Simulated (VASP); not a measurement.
Computed with PBE GGA, VASP's PBE PAW potentials (set 64) (plane waves; VASP).

A VASP calculation is set up with these files.

INCAR:
```
SYSTEM = WC
PREC = Accurate
ENCUT = 400
EDIFF = 1E-6
NELM = 100
ALGO = Normal
LREAL = .FALSE.
LASPH = .TRUE.
ISMEAR = -1
SIGMA = 0.1
GGA = PE
LMAXMIX = 6
LWAVE = .FALSE.
LCHARG = .FALSE.
ISIF = 2
```

POSCAR:
```
WC
1.0
  2.9165900000   0.0000000000   0.0000000000
 -1.4582950000   2.5258410000   0.0000000000
  0.0000000000   0.0000000000   2.8394400000
W C
1 1
Direct
 -0.0056690000  -0.0046750000   0.0046430000
  0.6723360000   0.3380080000   0.4953570000
```

**KPOINTS**
```
Automatic mesh
0
Gamma
9 9 8
0 0 0
```

POTCAR, in this order: W_sv C (PBE.64 set). Program: vasp_std.

Output

OSZICAR:
```
       N       E                     dE             d eps       ncg     rms          rms(c)
DAV:   1     0.946539378161E+02    0.94654E+02   -0.84762E+03  8482   0.129E+03
DAV:   2    -0.221750743050E+02   -0.11683E+03   -0.11367E+03  9780   0.339E+02
DAV:   3    -0.254761519936E+02   -0.33011E+01   -0.32759E+01 10275   0.549E+01
DAV:   4    -0.255051419448E+02   -0.28990E-01   -0.28975E-01  9250   0.541E+00
DAV:   5    -0.255053778389E+02   -0.23589E-03   -0.23589E-03  9975   0.497E-01    0.320E+01
DAV:   6    -0.225356449974E+02    0.29697E+01   -0.94923E+00  9550   0.316E+01    0.856E+00
DAV:   7    -0.224738318022E+02    0.61813E-01   -0.45481E-01  8715   0.571E+00    0.603E+00
DAV:   8    -0.224482107776E+02    0.25621E-01   -0.68386E-02  9505   0.245E+00    0.777E-01
DAV:   9    -0.224471390889E+02    0.10717E-02   -0.37663E-03  9010   0.466E-01    0.142E-01
DAV:  10    -0.224470887172E+02    0.50372E-04   -0.27659E-04  9825   0.222E-01    0.753E-02
DAV:  11    -0.224470855344E+02    0.31827E-05   -0.28285E-05  9180   0.468E-02    0.111E-02
DAV:  12    -0.224470841547E+02    0.13797E-05   -0.56684E-06  9065   0.220E-02    0.387E-03
DAV:  13    -0.224470841728E+02   -0.18144E-07   -0.12019E-07  4300   0.366E-03
   1 F= -.22447084E+02 E0= -.22441832E+02  d E =-.105035E-01
```

File OUTCAR:
```
------------------------ aborting loop because EDIFF is reached ----------------------------------------
  FORCE on cell =-STRESS in cart. coord.  units (eV):
  Direction    XX          YY          ZZ          XY          YZ          ZX
  --------------------------------------------------------------------------------------
  Total        0.2123402      0.4605711      0.4466776     -0.1042337     -0.0321363     -0.0242288
  in kB       16.2640522     35.2771217     34.2129606     -7.9837099     -2.4614580     -1.8557867
  external PRESSURE =      28.5847115 kB  Pullay stress =       0.0000000 kB
  volume of cell :       20.92
      direct lattice vectors                 reciprocal lattice vectors
     2.916590000  0.000000000  0.000000000     0.342866155  0.197953870  0.000000000
    -1.458295000  2.525841000  0.000000000     0.000000000  0.395907739  0.000000000
     0.000000000  0.000000000  2.839440000     0.000000000  0.000000000  0.352182120
 POSITION                                       TOTAL-FORCE (eV/Angst)
 -----------------------------------------------------------------------------------
      1.44858      2.51403      0.01318         0.292195      0.370931     -0.365139
      1.46801      0.85375      1.40654        -0.292195     -0.370931      0.365139
 -----------------------------------------------------------------------------------
    total drift:                               -0.000068     -0.000094      0.000037
  FREE ENERGIE OF THE ION-ELECTRON SYSTEM (eV)
  ---------------------------------------------------
  free  energy   TOTEN  =       -22.4470841728 eV

  energy  without entropy=      -22.4365806734  energy(sigma->0) =      -22.44183242
```
(Selected blocks of OUTCAR.)

File OUTCAR:
```
 val. band max:       10.9883210466   @ k =   0.2222   0.3333   0.0000

 cond. band min:      10.9988788895   @ k =   0.4444   0.3333   0.0000


 Fermi energy:        10.9928107061

 k-point     1 :       0.0000    0.0000    0.0000
  band No.  band energies     occupation
      1     -63.0469      2.00000
      2     -27.0281      2.00000
      3     -26.9308      2.00000
      4     -26.9288      2.00000
      5      -3.4312      2.00000
      6       6.6873      2.00000
      7       7.6120      2.00000
      8       7.6873      2.00000
      9      11.0758      0.60715
     10      14.1314      0.00000
     11      14.2055      0.00000
     12      16.3798      0.00000
     13      16.6723      0.00000

 k-point     2 :       0.1111    0.0000    0.0000
  band No.  band energies     occupation
      1     -63.0405      2.00000
      2     -27.0269      2.00000
      3     -27.0156      2.00000
      4     -26.9507      2.00000
      5      -3.1189      2.00000
      6       6.6931      2.00000
      7       7.2958      2.00000
      8       7.9761      2.00000
      9      10.2886      1.99825
     10      14.0213      0.00000
     11      15.0598      0.00000
     12      16.0581      0.00000
     13      16.2343      0.00000

 k-point     3 :       0.0000    0.1111    0.0000
  band No.  band energies     occupation
      1     -63.0404      2.00000
      2     -27.0258      2.00000
      3     -27.0154      2.00000
      4     -26.9525      2.00000
      5      -3.1124      2.00000
      6       6.6687      2.00000
      7       7.3761      2.00000
      8       7.9171      2.00000
      9      10.2259      1.99907
     10      14.0792      0.00000
     11      15.0868      0.00000
     12      15.8286      0.00000
     13      16.4650      0.00000

 k-point     4 :      -0.1111    0.1111    0.0000
  band No.  band energies     occupation
      1     -63.0405      2.00000
      2     -27.0264      2.00000
      3     -27.0155      2.00000
...
```

At this cut-off the stress carries a Pulay error, which pulls relaxed volumes low.  Unless said otherwise, spin-orbit coupling is left out, though it shifts the bands of the heavy elements here.

The structure comes from a computed database's WC entry; how it stands against other phases isn't given here. The cell was not relaxed at this level, atoms are displaced from their ideal sites. The run is one of a series of settings (KPOINTS 9×9×8 Γ-centred mesh against the base run), some of them coarse on purpose.
